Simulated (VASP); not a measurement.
TiAl (relaxed from the wurtzite structure, space group P6_3/mmc): computed properties

Method: r2SCAN meta-GGA, VASP's PBE PAW potentials (set 64) (plane waves; VASP 6.6.1).

```json
{
 "space_group": "P6_3/mmc (194)",
 "cell": "a = b = 4.610 Å, c = 5.130 Å, α = β = 90.00°, γ = 120.00°",
 "volume_per_atom": "23.61 Å^3/atom",
 "band gap (over mesh and band path)": "none (metal, semimetal or under 0.01 eV)",
 "density": "2.63 g/cm³"
}
```

```cif
data_Al2Ti2
_chemical_formula_sum 'Ti2 Al2'
_space_group_name_H-M_alt 'P63/mmc'
_space_group_IT_number 194
_space_group_name_Hall '-P 6c 2c'
_cell_length_a 4.61048
_cell_length_b 4.61048
_cell_length_c 5.13009
_cell_angle_alpha 90.000
_cell_angle_beta 90.000
_cell_angle_gamma 120.000
loop_
_atom_site_label
_atom_site_type_symbol
_atom_site_symmetry_multiplicity
_atom_site_Wyckoff_symbol
_atom_site_fract_x
_atom_site_fract_y
_atom_site_fract_z
_atom_site_occupancy
Ti1 Ti 2 d 0.66667 0.33333 0.25000 1
Al1 Al 2 c 0.33333 0.66667 0.25000 1
```

The structure was generated: TiAl was put into the wurtzite type (P6_3mc), which need not be its known phase. It was relaxed first, which changed the volume by -31 %. The relaxed cell has space group P6_3/mmc. Symmetry was kept, so distortions that lower it aren't found.
